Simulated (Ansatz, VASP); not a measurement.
# H4C2O (liquid 1,4-dioxane at 340 K): VASP beside Ansatz

Aim: how closely do two programs agree when they are given the same cell, functional and k mesh? The cell is taken from a series of runs on this material, whose earlier steps may have relaxed, scaled, displaced or heated it; both programs get it as it stands.

Program: Ansatz 0.2.0. Level of theory: plane waves, with VASP 6.6.1 beside it; single point at RPBE with D3(BJ). Results are calculated unless marked as measured.

## 1. Set-up

The cell holds 182 atoms: 52 C, 26 O and 104 H. Cell: a = 12.268 Å, b = 12.268 Å, c = 12.268 Å, α = 90.0°, β = 90.0°, γ = 90.0°. As first built, before any earlier steps moved the atoms (in the runner's words): 13 1,4-dioxane placed at random, at 1.03 g/cm^3; overlaps pushed apart, then 10 ps at 490 K with MMFF94 bonds, angles, torsions, charges and radii (Halgren, J. Comput. Chem. 17, 490 (1996)) in harmonic and 12-6 forms. Snapshot after 20 ps at 340 K and fixed volume.

## 2. VASP: single point, RPBE with D3(BJ)

With cell and atoms fixed, the geometry can't cause a difference; cores, projectors, grids and the points listed under the comparison can.

Lines of VASP's logs that name or quote its potential files are left out, and so is its time.

File INCAR:

```
SYSTEM = H4C2O
PREC = Accurate
ENCUT = 520
EDIFF = 1E-05
NELM = 100
ISMEAR = 0
SIGMA = 0.05
LREAL = Auto
ALGO = Fast
GGA = RP
IVDW = 12
NBANDS = 361
LORBIT = 11
LWAVE = .FALSE.
LCHARG = .FALSE.
ISIF = 2
```

File POSCAR:

```
H4C2O
1.0
   12.2683700000      0.0000000000      0.0000000000
    0.0000000000     12.2683700000      0.0000000000
    0.0000000000      0.0000000000     12.2683700000
C O H
52 26 104
Direct
    0.8922000000      0.2889400000      0.5829400000
    0.9107000000      0.4022400000      0.5485200000
    0.9854400000      0.3182400000      0.3899400000
    0.0490300000      0.2498800000      0.4714900000
    0.3203900000      0.2506800000      0.1361600000
    0.2042100000      0.2563900000      0.1030400000
    0.2385100000      0.4309100000      0.0357100000
    0.3623700000      0.4159500000      0.0635500000
    0.6244000000      0.8604000000      0.1199100000
    0.5616200000      0.7731800000      0.1846100000
    0.6281600000      0.8645400000      0.3375000000
    0.7322800000      0.8946500000      0.2899400000
    0.2859100000      0.8405900000      0.3599400000
    0.2464900000      0.7730200000      0.2642600000
    0.2619000000      0.9445900000      0.1794500000
    0.1922500000      0.9842300000      0.2770300000
    0.0794600000      0.6518200000      0.8123400000
    0.0492700000      0.7285300000      0.9025000000
    0.2028500000      0.8412000000      0.8492800000
    0.2539800000      0.7324600000      0.8452800000
    0.0062200000      0.5342500000      0.1839300000
    0.9352600000      0.4484500000      0.1439600000
    0.8057100000      0.5940500000      0.1236600000
    0.8382800000      0.6063900000      0.2435400000
    0.7997900000      0.4762400000      0.8623400000
    0.7287800000      0.3773900000      0.8824700000
    0.6061800000      0.4224200000      0.7539400000
    0.6715600000      0.5242500000      0.7225600000
    0.2399000000      0.1222600000      0.6998800000
    0.2880800000      0.2254300000      0.6508500000
[... 146 atom lines left out ...]
    0.3497400000      0.5696200000      0.6648700000
    0.3139400000      0.7067500000      0.6136400000
    0.5629800000      0.5498700000      0.4542400000
    0.4409300000      0.5979300000      0.3936200000
    0.4392400000      0.3977400000      0.4210600000
    0.4270500000      0.4130500000      0.5609900000
```

File KPOINTS:

```
Automatic mesh
0
Gamma
1 1 1
0 0 0
```

The projector-augmented-wave data sets are C, O and H (PBE family, release 64).

Started as:

```console
$ export OMP_NUM_THREADS=5
$ mpirun -np 1 vasp_gam
```

Numbers of over 12 decimals in the logs are rounded to 6 here.

Output:

```text
[banner, memory and clock lines left out]
running    1 mpi-ranks, on    1 nodes
[...]
Offloading initialized ...    1 GPUs detected
[...]
|                                                                             |
|               ----> ADVICE to this user running VASP <----                  |
|                                                                             |
|     You enforced a specific xc type in the INCAR file but a different       |
|     [... a line on the potential file left out ...]
|     I HOPE YOU KNOW WHAT YOU ARE DOING!                                     |
|                                                                             |

 LDA part: xc-table for (Slater+PW92), standard interpolation
 POSCAR, INCAR and KPOINTS ok, starting setup
[...]
entering main loop
       N       E                     dE             d eps       ncg     rms          rms(c)
DAV:   1     0.350259083985E+04    0.35026E+04   -0.24502E+05   746   0.120E+03
DAV:   2    -0.638851059085E+03   -0.41414E+04   -0.39111E+04   915   0.288E+02
DAV:   3    -0.104934750693E+04   -0.41050E+03   -0.40654E+03   908   0.931E+01
DAV:   4    -0.105939590546E+04   -0.10048E+02   -0.10003E+02   924   0.159E+01
[...]
RMM:  15    -0.984313925497E+03    0.97590E-04   -0.53291E-04   957   0.331E-02    0.210E-02
RMM:  16    -0.984313904392E+03    0.21106E-04   -0.15389E-04   964   0.166E-02    0.522E-03
RMM:  17    -0.984313901165E+03    0.32270E-05   -0.40128E-05   819   0.836E-03
   1 F= -.10084118E+04 E0= -.10084118E+04  d E =-.485324E-11
```

Parts of OUTCAR (step 2):

```text
  FREE ENERGIE OF THE ION-ELECTRON SYSTEM (eV)
  ---------------------------------------------------
  free  energy   TOTEN  =     -1008.4117502848 eV

  energy  without entropy=    -1008.4117502848  energy(sigma->0) =    -1008.41175028
```

The run ends at a pressure of 2.34 GPa, with forces up to 4.1 eV/Å.

## 3. Ansatz: single point, RPBE with D3(BJ)

Ansatz runs on its default PAW (the set named soft_2) files.

The same cell, functional, mesh and smearing now go to Ansatz, which takes its cutoff from its data sets.

File input.yaml:

```yaml
crystal:
  lattice:
    - [12.26837, 0.0, 0.0]
    - [0.0, 12.26837, 0.0]
    - [0.0, 0.0, 12.26837]
  atoms:
    - { symbol: C, position: [0.8922, 0.28894, 0.58294] }
    - { symbol: C, position: [0.9107, 0.40224, 0.54852] }
    - { symbol: O, position: [0.93618, 0.41137, 0.43521] }
    - { symbol: C, position: [0.98544, 0.31824, 0.38994] }
    - { symbol: C, position: [0.04903, 0.24988, 0.47149] }
    - { symbol: O, position: [0.97699, 0.21079, 0.55409] }
    - { symbol: H, position: [0.81917, 0.2593, 0.54802] }
    - { symbol: H, position: [0.87139, 0.28127, 0.66951] }
    - { symbol: H, position: [0.97807, 0.43898, 0.59675] }
    - { symbol: H, position: [0.84108, 0.45061, 0.56364] }
    - { symbol: H, position: [0.04128, 0.34079, 0.33069] }
    - { symbol: H, position: [0.92181, 0.26408, 0.35317] }
    - { symbol: H, position: [0.09459, 0.18316, 0.43822] }
    - { symbol: H, position: [0.10382, 0.31379, 0.50846] }
    - { symbol: C, position: [0.32039, 0.25068, 0.13616] }
    - { symbol: C, position: [0.20421, 0.25639, 0.10304] }
    - { symbol: O, position: [0.16976, 0.37018, 0.10624] }
    - { symbol: C, position: [0.23851, 0.43091, 0.03571] }
    - { symbol: C, position: [0.36237, 0.41595, 0.06355] }
    - { symbol: O, position: [0.39336, 0.30652, 0.06707] }
    - { symbol: H, position: [0.34639, 0.16824, 0.14167] }
    - { symbol: H, position: [0.33799, 0.27691, 0.22116] }
    - { symbol: H, position: [0.15316, 0.21599, 0.16588] }
    - { symbol: H, position: [0.18947, 0.22831, 0.02044] }
    - { symbol: H, position: [0.20917, 0.51134, 0.03404] }
    - { symbol: H, position: [0.2252, 0.39129, 0.95636] }
    - { symbol: H, position: [0.41192, 0.45056, 0.9949] }
    - { symbol: H, position: [0.37422, 0.45294, 0.1431] }
    - { symbol: C, position: [0.6244, 0.8604, 0.11991] }
    - { symbol: C, position: [0.56162, 0.77318, 0.18461] }
[... 146 atom lines left out ...]
    - { symbol: H, position: [0.34974, 0.56962, 0.66487] }
    - { symbol: H, position: [0.31394, 0.70675, 0.61364] }
    - { symbol: H, position: [0.56298, 0.54987, 0.45424] }
    - { symbol: H, position: [0.44093, 0.59793, 0.39362] }
    - { symbol: H, position: [0.43924, 0.39774, 0.42106] }
    - { symbol: H, position: [0.42705, 0.41305, 0.56099] }
kpoints:
  mp_grid: { grid: [1, 1, 1] }
hamiltonian:
  xc: rpbe
  dispersion: d3bj
scf:
  occupations: { method: gaussian, width: 0.05 }
output:
  forces: true
```

Started as:

```console
$ ansatz run input.yaml --threads 4 --pin off --max-ram 8192MiB --backend cpu --events-out ev --progress --plain --runs-dir out
```

Output:

```text
Engine: ansatz 0.2.0, aarch64-unknown-linux-gnu
Pseudopotentials: kind: paw
Pseudopotential: C, paw, valence charge 4, recommended cutoff 420 eV (normal), C.paw.azcp
Pseudopotential: O, paw, valence charge 6, recommended cutoff 420 eV (normal), O.paw.azcp
Pseudopotential: H, paw, valence charge 1, recommended cutoff 420 eV (normal), H.paw.azcp
Functional definition: RPBE
  parameter kappa = 0.804
  parameter beta = 0.066725
  exchange = rpbe_x(kappa = kappa, mu = beta*pi^2/3)
  correlation = pbe_c(beta = beta)
Crystal: 182 atoms, lattice volume = 1846.548 Å³
Basis set: ecut = 420 eV, 36137 PW (Γ), exchange–correlation on 180×180×180 points (8 copies of the dense FFT grid, shifted against one another)
Bands: 416, of which v1, the nominal top of the filled ones, is band 234 counted from 1 (233 counted from 0)
Symmetry: 1 space group operations
Space group: P1 (ITA 1), of the structure as read, at distance tolerance 1.2e-4 Å
k-points: 1
Non-local potential: C, projectors of the file, l = 0: 2, l = 1: 2, l = 2: 1
Non-local potential: O, projectors of the file, l = 0: 2, l = 1: 2, l = 2: 1
Non-local potential: H, projectors of the file, l = 0: 2, l = 1: 1
PAW form: soft (Blöchl's): semilocal exchange-correlation on the pseudo side does not see the compensation charge
PAW frozen core: C, regenerated for the run's functional, and the local potential with it (the file was generated under x = pbe(κ = 0.804, μ = 0.219515), c = pbe(β = 0.066725))
PAW frozen core: O, regenerated for the run's functional, and the local potential with it (the file was generated under x = pbe(κ = 0.804, μ = 0.219515), c = pbe(β = 0.066725))
PAW one-centre angular grid: C, 110 points (default); XC on 64 Gauss nodes
PAW one-centre angular grid: O, 110 points (default); XC on 64 Gauss nodes
PAW one-centre angular grid: H, 110 points (default); XC on 64 Gauss nodes
Initial density: superposition of atomic densities (neutral atoms: chi_scale 0, normalization atom), corrected by the library's trained network
Initial wavefunctions: pseudopotential atomic-orbital guess
Functional: x = rpbe, c = pbe(β = 0.066725)
SCF iter   1: F=—  HF=-29587.500670 eV  |F-HF|=—  |Δ(HF+E_count)|=         —  Δρ=9.13e-3  dr2=1.59e0  ethr=1.77e-3  ⟨swp⟩=6.0  Hψ=1918  notcnv=0  defer=32
preconditioner: auto → Resta (q_TF=auto, 2.170 Å⁻¹)  ε∞=2.3  [insulator: Δε(μ)=4.609 eV  Ē_g=16.576 eV  σ=0.050 eV  W_gap=1.00  n_scr=304 (ndim 8)  ℏωp=18.7 eV  f_vac=0.262  D(μ)=0.00/eV (n_scr^D=0)  ε∞_Penn≈2.3]
SCF iter   2: F=—  HF=-29587.221710 eV  |F-HF|=—  |Δ(HF+E_count)|=   2.79e-1  Δρ=4.90e-3  dr2=3.02e-1  ethr=3.40e-4  ⟨swp⟩=2.0  Hψ=613  notcnv=0  defer=178
SCF iter   3: F=—  HF=-29587.206211 eV  |F-HF|=—  |Δ(HF+E_count)|=   1.55e-2  Δρ=2.05e-3  dr2=8.37e-2  ethr=6.44e-5  ⟨swp⟩=2.0  Hψ=422  notcnv=0  defer=33
automatic band count: iteration 3 solves 271 bands in place of 416: the levels show a gap, and the empty bands left out lie too high to hold charge; the band table lists the bands solved (type scf.n_extra_bands for more)
SCF iter   4: F=—  HF=-29587.185436 eV  |F-HF|=—  |Δ(HF+E_count)|=   2.08e-2  Δρ=3.88e-4  dr2=3.38e-3  ethr=1.79e-5  ⟨swp⟩=3.0  Hψ=405  notcnv=0  defer=33
SCF iter   5: F=—  HF=-29587.181105 eV  |F-HF|=—  |Δ(HF+E_count)|=   4.33e-3  Δρ=1.89e-4  dr2=6.45e-4  ethr=7.23e-7  ⟨swp⟩=3.0  Hψ=470  notcnv=0  defer=33
SCF iter   6: F=—  HF=-29587.179947 eV  |F-HF|=—  |Δ(HF+E_count)|=   1.16e-3  Δρ=1.17e-4  dr2=2.05e-4  ethr=1.38e-7  ⟨swp⟩=2.0  Hψ=475  notcnv=0  defer=33
SCF iter   7: F=—  HF=-29587.179817 eV  |F-HF|=—  |Δ(HF+E_count)|=   1.30e-4  Δρ=2.08e-5  dr2=6.69e-6  ethr=4.39e-8  ⟨swp⟩=2.0  Hψ=473  notcnv=0  defer=33
SCF iter   8: F=—  HF=-29587.182799 eV  |F-HF|=—  |Δ(HF+E_count)|=   2.98e-3  Δρ=7.27e-6  dr2=9.27e-7  ethr=1.43e-9  ⟨swp⟩=2.0  Hψ=505  notcnv=0  defer=33
SCF iter   9: F=—  HF=-29587.182798 eV  |F-HF|=—  |Δ(HF+E_count)|=   8.56e-7  Δρ=3.33e-6  dr2=1.71e-7  ethr=1.98e-10  ⟨swp⟩=3.0  Hψ=472  notcnv=0  defer=33
SCF iter  10: F=-29587.182798 eV  HF=-29587.182798 eV  |F-HF|=2.21e-8  |Δ(HF+E_count)|=   1.04e-7  Δρ=8.96e-7  dr2=1.44e-8  ethr=2.14e-11  ⟨swp⟩=5.0  Hψ=915  notcnv=0
SCF 1 converged in 10 iterations: F = -29587.182798 eV  dr2 = 1.44e-8
  greatest PAW one-centre occupation: 0.868 electrons in one spin orbital (limit 2), on the O atom at site 103 (counted from 0), in its partial waves of l = 0
SCF converged after 10 iterations
Free energy (F): -29587.182798 eV
Harris-Foulkes:  -29587.182798 eV  (|F-HF|=2.21e-8)
Internal energy: -29587.182798 eV  (E = F + TS)
E sigma→0 (E₀):  -29587.182798 eV
Fermi energy:    1.833792 eV
--- Per-component energies (eV) ---
  E_band       = -3709.345480
  E_kinetic    = 10809.558255
  E_local      = -37842.405315  (includes V_loc(G=0)·N_el)
  E_nonlocal   = 2784.651646
  E_hartree    = 14318.759142
  E_xc         = -5394.162959
[...]
atom  18  C      0.97481133    -2.53816119    -0.64327032
  atom  19  C     -0.83221488     1.23820041    -1.38300811
  atom  20  O     -0.08763491    -0.67686623    -0.55087133
  atom  21  H      0.37902746    -1.32995125    -0.45166126
  atom  22  H     -0.75662327     0.49096230    -0.13090437
  atom  23  H      0.12587825    -0.07378278    -0.67034842
  atom  24  H      0.06676013    -0.52684376    -0.23444368
  atom  25  H     -0.19618385     1.63722401     0.08606109
  atom  26  H      0.21114856     0.40607317    -0.60917342
  atom  27  H     -0.28324876     0.21581164     0.86452607
  atom  28  H      0.49532191     0.51942379     0.43912397
  atom  29  C     -0.08318594     1.01096341     1.50979246
  atom  30  C     -1.36916543    -0.00058398    -0.24925264
  atom  31  O      0.96984957    -0.60239106     1.20880429
  atom  32  C     -2.15812688     0.03413002    -1.08115652
  atom  33  C      1.85546887     0.38900112    -0.99059302
  atom  34  O     -0.17797051     0.03948106     0.45278681
  atom  35  H      0.45960771    -0.75621982     0.02969976
  atom  36  H      0.41884456     0.04258008    -0.88182295
  atom  37  H      0.39339555     0.09527302     0.19300077
  atom  38  H     -0.09300465     0.26389073    -0.51763405
  atom  39  H      0.27792656    -0.52613387     1.41512027
  atom  40  H      0.19162164     0.37182343    -0.13231720
  atom  41  H     -0.81499927     0.01120284    -0.75254209
[...]
atom 175  H     -0.13506269     0.53378898    -0.59421227
  atom 176  H      0.62472921     0.55736500     0.29213931
  atom 177  H     -0.76882389     0.55814624    -0.26249047
  atom 178  H     -0.19369899    -1.02356656    -0.33964892
  atom 179  H      0.46983541    -0.17698951     0.28360976
  atom 180  H      0.39659206    -0.62473894    -0.11747357
  atom 181  H      0.91703280    -1.16551683    -0.62115678
  atom 182  H      0.46097159    -0.54720387     1.55905571
  max |Σ_I F_I| component: 1.91e-4 eV/Å
```

## 4. Side by side

Known differences besides the potentials themselves: the cutoff is 420 eV in Ansatz and 520 eV in VASP (PREC = Accurate, projectors in real space); Ansatz makes its cores anew for this functional, VASP keeps those of its PBE data sets; VASP leaves aspherical gradient terms in its spheres out (LASPH is not set), Ansatz keeps them. Total energies have different zeros and are not compared.

Both answers:

```csv
quantity,Ansatz,VASP,difference
gap on the k mesh (eV),4.283,4.264,+0.019
```

Forces on 9 of the 182 atoms, those with the largest forces and the largest differences (eV/Å; atoms numbered as in POSCAR):

```csv
atom,"Ansatz x, y, z","VASP x, y, z"
C27,"-0.155, 3.307, -0.155","-0.196, 3.337, -0.270"
C28,"1.048, -3.053, -2.456","0.966, -3.042, -2.494"
C30,"1.506, -2.318, 1.523","1.451, -2.309, 1.485"
O65,"-0.976, -0.014, 2.009","-1.051, -0.017, 2.110"
O68,"0.663, 0.415, -0.955","0.561, 0.402, -0.862"
H117,"2.750, 0.233, -1.508","2.776, 0.233, -1.518"
H132,"1.020, -2.336, -2.095","1.030, -2.360, -2.111"
H134,"-1.486, 2.942, 2.154","-1.494, 2.970, 2.171"
H173,"3.085, -0.909, 0.661","3.112, -0.916, 0.668"
```

The forces differ by 37 meV/Å r.m.s., which is 4.0 % of the r.m.s. force of 0.93 eV/Å (both taken over all components). A gap on the mesh is an upper bound, since the band edges may lie between its points.

## 5. Summary of results

```json
{
  "r.m.s. force difference (single point, RPBE with D3(BJ))": "4.0 % of the r.m.s. force"
}
```

What this shows: The r.m.s. force difference is 4.0 % of the r.m.s. force (single point, RPBE with D3(BJ)), beyond the 3 % picked in this series as the mark of a large difference. What causes the difference of the single point, RPBE with D3(BJ) pair stays open here. How closely two codes agree says nothing of how well the functional describes the real material.

[Lines on the potential files, build, host, timing and source positions are cut from VASP's logs without a mark.]

[Logs are printed without paths, hosts, clocks, repeated set-up lines and the standing remarks that a program may print on its own settings, such as how far it seeks lower states.]

[Hosts, paths, dates, database ids (printed as entryN), source tags and the programs' standing remarks are cut or masked in the printed files.]
